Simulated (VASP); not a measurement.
Input:

```xyz
8
Lattice="4.3689 0.0000 0.0000 0.0000 4.3689 0.0000 0.0000 0.0000 4.3689" Properties=species:S:1:pos:R:3 pbc="T T T"
Co     3.7294     2.8240     1.5449
Co     1.5449     3.7294     2.8240
Co     0.6395     0.6395     0.6395
Co     2.8240     1.5449     3.7294
Si     0.6826     1.5019     2.8670
Si     2.8670     0.6826     1.5019
Si     3.6863     3.6863     3.6863
Si     1.5019     2.8670     0.6826
```

The numbers are results of PBE GGA, VASP's PBE PAW potentials (set 64) (plane waves; VASP), not measurements. Numerical set-up: 500 eV cut-off, 7×7×7 Γ-centred mesh, first-order Methfessel-Paxton smearing of 0.10 eV, potentials Co Si.

Energy and stress use the plane-wave basis of the starting cell.

Q: The ions, cell shape and volume at an external pressure of 20.0 GPa are relaxed. Predict the relaxed structure.

A: 
```xyz
8
Lattice="4.3189 0.0000 0.0000 0.0000 4.3189 0.0000 0.0000 0.0000 4.3189" Properties=species:S:1:pos:R:3 pbc="T T T"
Co     3.6832     2.7951     1.5237
Co     1.5237     3.6832     2.7951
Co     0.6357     0.6357     0.6357
Co     2.7951     1.5237     3.6832
Si     0.6730     1.4864     2.8325
Si     2.8325     0.6730     1.4864
Si     3.6458     3.6458     3.6458
Si     1.4864     2.8325     0.6730
```
Space group P2_13 (198), at a tolerance of 0.03 Å.

Q: How do energy and volume change from the first to the last step?

A: The energy (σ→0) changes by +33.0 meV/atom and the volume by -3.4 %, in 6 ionic steps.

The compound is CoSi in the B20 structure. This run relaxes it under an external pressure of 20 GPa. Symmetry was kept, so distortions that lower it aren't found. The run is not spin-polarised, so no magnetic state was tried.
